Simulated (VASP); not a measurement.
**Lattice of FeO (Wuestite) across functionals and dispersion corrections**

Aim: relax FeO (Wuestite) at several levels and hold each cell against experiment. The levels: PBE, LDA, r2SCAN and PBE + D3(BJ). LASPH is on for some levels and off for others; the table marks which. The start is a cell from a database of measured crystal structures.

Program: VASP 6.6.1. Level of theory: PBE, spin-polarised from a ferromagnetic start (one magnetic atom a cell); plane waves and PAW (Fe, O), in the first sound run; inputs show where later runs differ. Results are calculated unless marked as measured.

Report form: the programs' logs are mostly left out.

**1. Set-up**

Before any relaxation, the start is as follows. It takes space group Fm-3m (No. 225, cubic). The conventional cell has a = 4.326 Å, b = 4.326 Å, c = 4.326 Å, α = 90.00°, β = 90.00°, γ = 90.00°. Nearest to Fe lie 6 O at 2.16 Å. O has 6 Fe at 2.16 Å nearest. Farther neighbours and most contacts between anions are not listed.

**2. Relaxation with PBE**

The start need not lie at this functional's minimum. ISIF = 3 frees volume, shape and positions, and EDIFFG sets the threshold on forces and stress at which the search stops. PBE, the usual starting point, adds the gradient of the density.

Input file INCAR:

```
SYSTEM = FeO
PREC = Accurate
ENCUT = 560
EDIFF = 1E-06
NELM = 100
ISMEAR = -1
SIGMA = 0.05
LREAL = .FALSE.
ALGO = Normal
GGA = PE
NBANDS = 14
ISPIN = 2
MAGMOM = 3 0
LMAXMIX = 4
LORBIT = 11
LWAVE = .FALSE.
LCHARG = .FALSE.
KPAR = 2
IBRION = 2
NSW = 60
ISIF = 3
EDIFFG = -0.01
```

Input file POSCAR:

```
FeO
1.0
    0.0000000000      2.1630000000      2.1630000000
    2.1630000000      0.0000000000      2.1630000000
    2.1630000000      2.1630000000      0.0000000000
Fe O
1 1
Direct
    0.0000000000      0.0000000000      0.0000000000
    0.5000000000      0.5000000000      0.5000000000
```

Input file KPOINTS:

```
Automatic mesh
0
Gamma
8 8 8
0 0 0
```

The projector-augmented-wave data sets are Fe and O (PBE family, release 64).

Command:

```sh
> mpirun -np 2 vasp_std
```

The job ended after 32 s (2 MPI ranks of AMD EPYC 7R43, shared host; peak memory 0.25 GiB).

The cell holds one magnetic atom, so no antiferromagnetic order fits into it. The k-mesh is coarse for a metal. LASPH is off, so gradient terms of the non-spherical density inside the spheres are left out; for open d or f shells this can shift gaps and moments. Oxides and halides of Fe are often magnetic insulators, and a metal at this level, without U or exact exchange, may be an artefact. The run keeps the 48 symmetry operations of its start, so it cannot find a distortion of lower symmetry.

Step by step:

```csv
step,energy less that of the first step (eV),largest force (eV/Å),pressure (GPa),volume (Å³)
1,0.0000,0.0000,-2.03,20.24
2,-0.0007,0.0000,1.42,19.87
3,-0.0014,0.0000,0.00,20.02
```

```csv
"conventional cell, symmetrised",before,after,change
a (Å),4.326,4.310,-0.4 %
b (Å),4.326,4.310,-0.4 %
c (Å),4.326,4.310,-0.4 %
volume (Å³/atom),10.12,10.01,-1.1 %
```

The relaxed structure:

```xyz
2
Lattice="0.0000 2.1552 2.1552 2.1552 0.0000 2.1552 2.1552 2.1552 0.0000" Properties=species:S:1:pos:R:3 pbc="T T T"
Fe    0.0000    0.0000    0.0000
O     2.1552    2.1552    2.1552
```

Numbers from this step:

```yaml
electrons: 14
bands: 14
irreducible_k_points: 29
symmetry_operations: 48
free_energy_toten: -14.93 eV
energy_at_zero_smearing: -14.93 eV
fermi_energy: 6.213 eV
pressure: 0.004252 GPa
moment_of_the_cell_from_the_last_line_of_the_log: 4.000 μB
metallic: yes
scf_cycles_over_all_ionic_steps: 29
```

Spin moment in the PAW sphere by atom:

```csv
atom,spin moment in the PAW sphere (μB)
Fe1,3.62
O2,0.30
```

It ends with forces that vanish by symmetry and a pressure of 0.00 GPa. The volume lies -1.1 % from that of the database's start, which holds the thermal and zero-point expansion of its experiment. The conventional cell has a = 4.310 Å. Against its usual tendency, PBE gives a cell smaller than the listed one.

**3. Relaxation with LDA**

This step: LDA, spin-polarised from a ferromagnetic start (one magnetic atom a cell); plane waves and PAW (Fe, O) (VASP 6.6.1).

LDA, the lowest rung, knows the local density alone.

INCAR, as its differences from that of step 2:

```diff
@@ -9,3 +9,3 @@
 ALGO = Normal
-GGA = PE
+GGA = CA
 NBANDS = 14
```

POSCAR is that of step 2.

KPOINTS is that of step 2.

Command:

```sh
> mpirun -np 2 vasp_std
```

Wall time 39 s (2 MPI ranks); peak memory 0.21 GiB; 76 s of CPU time.

The PAW data sets were made with PBE, though LDA sets exist; this is a small mismatch. After so large a change of volume the plane waves of the start cell no longer fit, so the final stress carries a basis-set error.

Step by step:

```csv
step,energy less that of the first step (eV),largest force (eV/Å),pressure (GPa),volume (Å³)
1,0.0000,0.0000,-16.57,20.24
2,-0.0774,0.0000,9.12,17.33
3,-0.1086,0.0000,0.45,18.28
4,-0.1086,0.0000,-0.12,18.32
```

```csv
"conventional cell, symmetrised",before,after,change
a (Å),4.326,4.185,-3.3 %
b (Å),4.326,4.185,-3.3 %
c (Å),4.326,4.185,-3.3 %
volume (Å³/atom),10.12,9.16,-9.5 %
```

The relaxed structure:

```cif
data_structure
_symmetry_space_group_name_H-M 'P 1'
_symmetry_Int_Tables_number 1
_cell_length_a 2.9592
_cell_length_b 2.9592
_cell_length_c 2.9592
_cell_angle_alpha 60.000
_cell_angle_beta 60.000
_cell_angle_gamma 60.000
_cell_volume 18.32
loop_
_atom_site_label
_atom_site_type_symbol
_atom_site_fract_x
_atom_site_fract_y
_atom_site_fract_z
_atom_site_occupancy
Fe1 Fe 0.00000 0.00000 0.00000 1
O2 O 0.50000 0.50000 0.50000 1
```

This step gave:

```
free energy (TOTEN)                               : -16.54 eV
energy at zero smearing                           : -16.53 eV
Fermi energy                                      : 6.708 eV
pressure                                          : -0.1178 GPa
moment of the cell, from the last line of the log : 3.810 μB
SCF cycles over all ionic steps                   : 41
```

Spin moment in the PAW sphere by atom:

```csv
atom,spin moment in the PAW sphere (μB)
Fe1,3.43
O2,0.29
```

It ends at 9.162 Å³/atom, -9.5 % from the start, with -0.12 GPa left. The conventional cell has a = 4.185 Å.

**4. Relaxation with r2SCAN**

This step: r2SCAN, spin-polarised from a ferromagnetic start (one magnetic atom a cell); plane waves and PAW (Fe, O) (VASP 6.6.1).

r2SCAN adds the kinetic-energy density, costs more than a GGA and is run with LASPH.

INCAR, as its differences from that of step 3:

```diff
@@ -9,3 +9,4 @@
 ALGO = Normal
-GGA = CA
+METAGGA = R2SCAN
+LASPH = .TRUE.
 NBANDS = 14
```

POSCAR is that of step 3.

KPOINTS is that of step 3.

Command:

```sh
> mpirun -np 2 vasp_std
```

Elapsed: 3 min, on 2 MPI ranks; peak memory 0.24 GiB; 5.9 min of CPU time.

The PAW data sets were made with PBE, which is usual practice but a small mismatch for other functionals.

Step by step:

```csv
step,energy less that of the first step (eV),largest force (eV/Å),pressure (GPa),volume (Å³)
1,0.0000,0.0000,-7.93,20.24
2,-0.0083,0.0000,7.14,18.81
3,-0.0213,0.0000,-0.01,19.41
```

```csv
"conventional cell, symmetrised",before,after,change
a (Å),4.326,4.266,-1.4 %
b (Å),4.326,4.266,-1.4 %
c (Å),4.326,4.266,-1.4 %
volume (Å³/atom),10.12,9.71,-4.1 %
```

The relaxed structure:

```xyz
2
Lattice="0.0000 2.1332 2.1332 2.1332 0.0000 2.1332 2.1332 2.1332 0.0000" Properties=species:S:1:pos:R:3 pbc="T T T"
Fe    0.0000    0.0000    0.0000
O     2.1332    2.1332    2.1332
```

Spin moment in the PAW sphere by atom:

```csv
atom,spin moment in the PAW sphere (μB)
Fe1,3.68
O2,0.28
```

It ends at 9.707 Å³/atom, -4.1 % from the start, with -0.01 GPa left. The conventional cell has a = 4.266 Å.

**5. Relaxation with PBE + D3(BJ)**

This step: PBE with D3(BJ), spin-polarised from a ferromagnetic start (one magnetic atom a cell); plane waves and PAW (Fe, O) (VASP 6.6.1).

A dispersion term adds the long-range attraction that semilocal functionals lack. D3 with Becke-Johnson damping keeps a finite attraction at short range.

INCAR, as its differences from that of step 4:

```diff
@@ -9,4 +9,4 @@
 ALGO = Normal
-METAGGA = R2SCAN
-LASPH = .TRUE.
+GGA = PE
+IVDW = 12
 NBANDS = 14
```

POSCAR is that of step 4.

KPOINTS is that of step 4.

Command:

```sh
> mpirun -np 2 vasp_std
```

Elapsed: 27 s, on 2 MPI ranks; peak memory 0.28 GiB.

Relaxation path:

```csv
step,energy less that of the first step (eV),largest force (eV/Å),pressure (GPa),volume (Å³)
1,0.0000,0.0000,-5.24,20.24
2,-0.0049,0.0000,3.97,19.29
3,-0.0095,0.0000,0.00,19.67
```

```csv
"conventional cell, symmetrised",before,after,change
a (Å),4.326,4.285,-0.9 %
b (Å),4.326,4.285,-0.9 %
c (Å),4.326,4.285,-0.9 %
volume (Å³/atom),10.12,9.84,-2.8 %
```

The relaxed structure:

```xyz
2
Lattice="0.0000 2.1425 2.1425 2.1425 0.0000 2.1425 2.1425 2.1425 0.0000" Properties=species:S:1:pos:R:3 pbc="T T T"
Fe    0.0000    0.0000    0.0000
O     2.1425    2.1425    2.1425
```

It ends at 9.835 Å³/atom, -2.8 % from the start, with 0.00 GPa left. The conventional cell has a = 4.285 Å. Against plain PBE, the dispersion term moves a by -0.6 %.

**6. The cells as a table**

This step: relaxed cells at several levels; plane waves and PAW (VASP 6.6.1).

No new run; the numbers come from the runs before.

Lengths are those of the conventional cell; cost is the wall time of each run, as given at its step, times its ranks, without the set-up around it; LASPH differs between rows, which moves results and costs too. Results by level, by row:

```csv
level,volume (Å³/atom),change from the start (%),a (Å),largest site moment (μB),cost (core minutes),LASPH
PBE,10.01,-1.1,4.31,3.62,1.07,off
LDA,9.16,-9.5,4.185,3.429,1.3,off
r2SCAN,9.71,-4.1,4.266,3.678,5.94,on
PBE + D3(BJ),9.84,-2.8,4.285,3.617,0.9,off
```

**7. Outcome**

| Quantity | Value |
| --- | --- |
| volume, PBE | 10.01 Å³/atom |
| volume, LDA | 9.162 Å³/atom |
| volume, r2SCAN | 9.707 Å³/atom |
| volume, PBE + D3(BJ) | 9.835 Å³/atom |

In words: For FeO (Wuestite) the levels give volumes between 9.162 Å³/atom (LDA) and 10.01 Å³/atom (PBE), a spread of 9.3 %, while the cost of the finished runs spans a factor of 6.6. Against the volume of the start, a cell from experiment, PBE comes nearest (-1.1 %) and LDA lies farthest (-9.5 %); thermal expansion is in that cell alone. Within 2 % of it: PBE. The costs hold the number of ionic steps as well as the price of the functional. Adding D3(BJ) to PBE changes the volume by -1.7 % (a by -0.6 %). Within 0.02 Å all end in space group Fm-3m; the runs can't lower the symmetry of the start. The k-sampling is coarse for a metal, so the Fermi level, moments, pressures and the shape of the cell carry errors. Only the typed magnetic starts were tried, so the magnetic ground state may differ and with it the other results. LASPH is on for some levels and off for others, so differences between them are not the functional's alone. Each is a single relaxation on the plane waves of the start cell, so larger changes of volume carry a basis-set error that was not tested here. Zero-point and thermal expansion are not included.

[Lines on the potential files, build, host, timing and source positions are cut from VASP's logs without a mark.]

[Logs are printed without paths, hosts, clocks, repeated set-up lines and the standing remarks that a program may print on its own settings, such as how far it seeks lower states.]

[Hosts, paths, dates, database ids (printed as entryN), source tags and the programs' standing remarks are cut or masked in the printed files.]

[A measured line is paired with the nearest computed mode of its activity, which favours agreement.]
